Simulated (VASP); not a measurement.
A VASP calculation is set up with these files.

### INCAR
```
LREAL  =  .FALSE.
SYSTEM  =  PbO2
LCHARG  =  .FALSE.
PREC  =  Accurate
ISIF  =  3   # ions, shape and volume
ISMEAR  =  0   # Gaussian
LASPH  =  .TRUE.
EDIFF  =  1E-6   # SCF stop (eV)
LWAVE  =  .FALSE.
NELM  =  100   # most electronic steps
ALGO  =  Normal   # blocked Davidson
IBRION  =  2   # conjugate gradients
NSW  =  40   # most ionic steps
ENCUT  =  620   # plane-wave cut-off (eV)
LMAXMIX  =  4   # l cut-off of mixed one-centre charges
EDIFFG  =  -0.02
SIGMA  =  0.05   # width (eV)
```

File KPOINTS:
```
Automatic mesh
0
Gamma
5 5 7
0 0 0
```

### POSCAR
```
PbO2
1
    4.9371074428     0.0000000000     0.0000000000
   -0.0000000000     4.9371074428     0.0000000000
    0.0000000000     0.0000000000     3.3938514301
Pb O
2 4
Direct
  0.0000000000   0.0000000000   0.0000000000
  0.5000000000   0.5000000000   0.5000000000
  0.3073363136   0.3073363136   0.0000000000
  0.8073363136   0.1926636864   0.5000000000
  0.1926636864   0.8073363136   0.5000000000
  0.6926636864   0.6926636864   0.0000000000
```

POTCAR, in this order: Pb_d O (LDA.64 set). Program: vasp_std.

Q: Write an equivalent input for Quantum ESPRESSO's pw.x.

A: One equivalent input (not run):
```
&CONTROL
  calculation = 'vc-relax'
  pseudo_dir = './pseudo'
  outdir = './out'
  tprnfor = .true.
  tstress = .true.
  nstep = 40
  forc_conv_thr = 0.00078
/
&SYSTEM
  ibrav = 0
  nat = 6
  ntyp = 2
  ecutwfc = 84
  occupations = 'smearing'
  smearing = 'gaussian'
  degauss = 0.003675
  input_dft = 'pz'
/
&ELECTRONS
  conv_thr = 7.3e-08
  electron_maxstep = 100
/
&IONS
/
&CELL
/
ATOMIC_SPECIES
  Pb 207.200 Pb.upf
  O 15.999 O.upf
CELL_PARAMETERS angstrom
     4.9371074    0.0000000    0.0000000
    -0.0000000    4.9371074    0.0000000
     0.0000000    0.0000000    3.3938514
ATOMIC_POSITIONS crystal
  Pb   0.0000000  0.0000000  0.0000000
  Pb   0.5000000  0.5000000  0.5000000
  O    0.3073363  0.3073363  0.0000000
  O    0.8073363  0.1926637  0.5000000
  O    0.1926637  0.8073363  0.5000000
  O    0.6926637  0.6926637  0.0000000
K_POINTS automatic
  5 5 7 0 0 0
```
The two are equivalent in intent, not identical: the potentials are each code's own (VASP's PAW set, PseudoDojo norm-conserving files in pw.x), so ENCUT and ecutwfc are chosen apart and not converted; conv_thr bounds pw.x's estimated SCF error, while EDIFF bounds the energy change between steps; forc_conv_thr acts on force components and is met together with etot_conv_thr.

The compound is PbO2 in the rutile structure. It was relaxed first.
